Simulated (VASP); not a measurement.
Output of a VASP run:

### OUTCAR
```
 ion  position               nearest neighbor table
   1  0.000  0.000  0.000-   3 2.57   3 2.57   2 2.61   2 2.61   2 2.61   2 2.61   3 2.66   3 2.66
 Subroutine IBZKPT returns following result:
 Found    216 irreducible k-points:

 Following reciprocal coordinates:
            Coordinates               Weight
  0.000000  0.000000  0.000000      1.000000
  0.166667 -0.000000  0.000000      1.000000
  0.333333  0.000000 -0.000000      1.000000
  0.500000 -0.000000  0.000000      1.000000
 -0.333333 -0.000000  0.000000      1.000000
 -0.166667  0.000000  0.000000      1.000000
 -0.000000  0.166667  0.000000      1.000000
  0.166667  0.166667  0.000000      1.000000
  0.333333  0.166667  0.000000      1.000000
  0.500000  0.166667  0.000000      1.000000
 -0.333333  0.166667  0.000000      1.000000
 -0.166667  0.166667  0.000000      1.000000
  0.000000  0.333333  0.000000      1.000000
  0.166667  0.333333  0.000000      1.000000
  0.333333  0.333333  0.000000      1.000000
  0.500000  0.333333  0.000000      1.000000
 -0.333333  0.333333  0.000000      1.000000
 -0.166667  0.333333  0.000000      1.000000
 -0.000000  0.500000  0.000000      1.000000
  0.166667  0.500000 -0.000000      1.000000
  0.333333  0.500000  0.000000      1.000000
  0.500000  0.500000  0.000000      1.000000
 -0.333333  0.500000  0.000000      1.000000
 -0.166667  0.500000  0.000000      1.000000
 -0.000000 -0.333333 -0.000000      1.000000
  0.166667 -0.333333 -0.000000      1.000000
  0.333333 -0.333333 -0.000000      1.000000
  0.500000 -0.333333  0.000000      1.000000
 -0.333333 -0.333333  0.000000      1.000000
 -0.166667 -0.333333  0.000000      1.000000
  0.000000 -0.166667  0.000000      1.000000
  0.166667 -0.166667  0.000000      1.000000
  0.333333 -0.166667 -0.000000      1.000000
  0.500000 -0.166667 -0.000000      1.000000
 -0.333333 -0.166667  0.000000      1.000000
 -0.166667 -0.166667  0.000000      1.000000
  0.000000  0.000000  0.166667      1.000000
  0.166667  0.000000  0.166667      1.000000
  0.333333  0.000000  0.166667      1.000000
  0.500000 -0.000000  0.166667      1.000000
   k-points           NKPTS =    216   k-points in BZ     NKDIM =    216   number of bands    NBANDS=     18
   number of dos      NEDOS =    301   number of ions     NIONS =      3
   total plane-waves  NPLWV =  32768
   dimension x,y,z NGX =    32 NGY =   32 NGZ =   32
   dimension x,y,z NGXF=    64 NGYF=   64 NGZF=   64
   ions per type =               1   2
   PREC   = accura    normal or accurate (medium, high low for compatibility)
   ISTART =      0    job   : 0-new  1-cont  2-samecut
   ICHARG =      2    charge: 1-file 2-atom 10-const
   ISPIN  =      1    spin polarized calculation?
   LNONCOLLINEAR =      F non collinear calculations
   LSORBIT =      F    spin-orbit coupling
   INIWAV =      1    electr: 0-lowe 1-rand  2-diag
   ENCUT  =  520.0 eV  38.22 Ry    6.18 a.u.   7.88  7.89  8.01*2*pi/ulx,y,z
   NELM   =    100;   NELMIN=  2; NELMDL= -5     # of ELM steps
   EDIFF  = 0.1E-05   stopping-criterion for ELM
   LREAL  =      F    real-space projection
   NLSPLINE    = F    spline interpolate recip. space projectors
   LMAXMIX     =    4 max onsite mixed and CHGCAR
   VOSKOWN=      0    Vosko Wilk Nusair interpolation
   EDIFFG = 0.1E-04   stopping-criterion for IOM
   NSW    =      0    number of steps for IOM
   NBLOCK =      1;   KBLOCK =      1    inner block; outer block
   IBRION =     -1    ionic relax: 0-MD 1-quasi-New 2-CG
   NFREE  =      0    steps in history (QN), initial steepest desc. (CG)
   ISIF   =      2    stress and relaxation
   ISYM   =     -1    0-nonsym 1-usesym 2-fastsym
   TEIN   =    0.0    initial temperature
   TEBEG  =    0.0;   TEEND  =   0.0 temperature during run
   SMASS  =  -3.00    Nose mass-parameter (am)
   PSTRESS=    0.0 pullay stress
   NELECT =      28.0000    total number of electrons
   EFERMI =   0.00;   METHOD = LEGACY
...
```

### OSZICAR
```
       N       E                     dE             d eps       ncg     rms          rms(c)
DAV:   1     0.303153124582E+03    0.30315E+03   -0.15062E+04  7788   0.175E+03
DAV:   2     0.113797885997E+02   -0.29177E+03   -0.28124E+03  8984   0.451E+02
DAV:   3    -0.155232731088E+02   -0.26903E+02   -0.26515E+02  9078   0.152E+02
DAV:   4    -0.163573475560E+02   -0.83407E+00   -0.83311E+00  8442   0.278E+01
DAV:   5    -0.163843926035E+02   -0.27045E-01   -0.27044E-01  8848   0.512E+00    0.810E+00
DAV:   6    -0.143563857102E+02    0.20280E+01   -0.10858E+01  9846   0.271E+01    0.282E+00
DAV:   7    -0.143454103042E+02    0.10975E-01   -0.49343E-01  7830   0.474E+00    0.159E+00
DAV:   8    -0.143382929601E+02    0.71173E-02   -0.10994E-01  7810   0.396E+00    0.492E-01
DAV:   9    -0.143360118301E+02    0.22811E-02   -0.21502E-02  8536   0.110E+00    0.105E-01
DAV:  10    -0.143372048356E+02   -0.11930E-02   -0.19421E-03  7792   0.522E-01    0.334E-02
DAV:  11    -0.143371765013E+02    0.28334E-04   -0.14976E-04  8280   0.140E-01    0.164E-02
DAV:  12    -0.143371861811E+02   -0.96798E-05   -0.80520E-05  8980   0.975E-02    0.118E-02
DAV:  13    -0.143371845426E+02    0.16385E-05   -0.24763E-05  8022   0.535E-02    0.318E-03
DAV:  14    -0.143371845207E+02    0.21892E-07   -0.12344E-06  6382   0.849E-03
   1 F= -.14337185E+02 E0= -.14337185E+02  d E =-.331231E-16
```

**OUTCAR**
```
------------------------ aborting loop because EDIFF is reached ----------------------------------------
  FORCE on cell =-STRESS in cart. coord.  units (eV):
  Direction    XX          YY          ZZ          XY          YZ          ZX
  --------------------------------------------------------------------------------------
  Total       -0.5281929     -0.5227977      0.0407817      0.0000583      0.1446331      0.0000469
  in kB      -15.4620324    -15.3040956      1.1938218      0.0017059      4.2339091      0.0013721
  external PRESSURE =      -9.8574354 kB  Pullay stress =       0.0000000 kB
  volume of cell :       54.73
      direct lattice vectors                 reciprocal lattice vectors
     0.000000000  3.043113000  2.950872000    -0.164071009  0.164305433  0.169441440
     3.047461000  0.000000000  2.950872000     0.164071009 -0.164305433  0.169441440
     3.047461000  3.043113000  0.000000000     0.164071009  0.164305433 -0.169441440
 POSITION                                       TOTAL-FORCE (eV/Angst)
 -----------------------------------------------------------------------------------
      0.00000      0.00000      0.00000         0.031762     -0.000006     -0.000005
      1.52373      1.52156      1.47544         0.124791      0.000002      0.000003
      4.65013      4.56467      4.42631        -0.156553      0.000003      0.000002
 -----------------------------------------------------------------------------------
    total drift:                                0.000571      0.000014      0.000009
  FREE ENERGIE OF THE ION-ELECTRON SYSTEM (eV)
  ---------------------------------------------------
  free  energy   TOTEN  =       -14.3371845207 eV

  energy  without entropy=      -14.3371845207  energy(sigma->0) =      -14.33718452
```
(Selected blocks of OUTCAR.)

File POSCAR:
```
PbF2
1
    0.0000000000     3.0431130000     2.9508720000
    3.0474610000     0.0000000000     2.9508720000
    3.0474610000     3.0431130000     0.0000000000
Pb F
1 2
Direct
  0.0000000000   0.0000000000   0.0000000000
  0.2500000000   0.2500000000   0.2500000000
  0.7370490000   0.7629510000   0.7629510000
```

### Question
Reconstruct the remaining input files.

### Answer
Several could match; the one computed here: the input of the run itself, PBE GGA, plane waves, VASP's PBE PAW potentials (set 64).

**KPOINTS**
```
Automatic mesh
0
gamma
 6 6 6
```

**INCAR**
```
SYSTEM  =  PbF2
PREC  =  Accurate; ENCUT  =  520; LREAL  =  .FALSE.
LASPH  =  .TRUE.; ISYM  =  -1
EDIFF  =  1E-6; NELM  =  100; ALGO  =  Normal
LMAXMIX  =  4
ISMEAR  =  0; SIGMA  =  0.05
GGA  =  PE
ISIF  =  2
LWAVE  =  .FALSE.; LCHARG  =  .FALSE.
```

POTCAR, in this order: Pb_d F (PBE.64 set). Program: vasp_std.

The compound is PbF2 in the fluorite structure, the β form. The cell was not relaxed at this level, atoms are displaced from their ideal sites. The run is one of a series of settings (ISYM = -1 against the base run), some of them coarse on purpose.
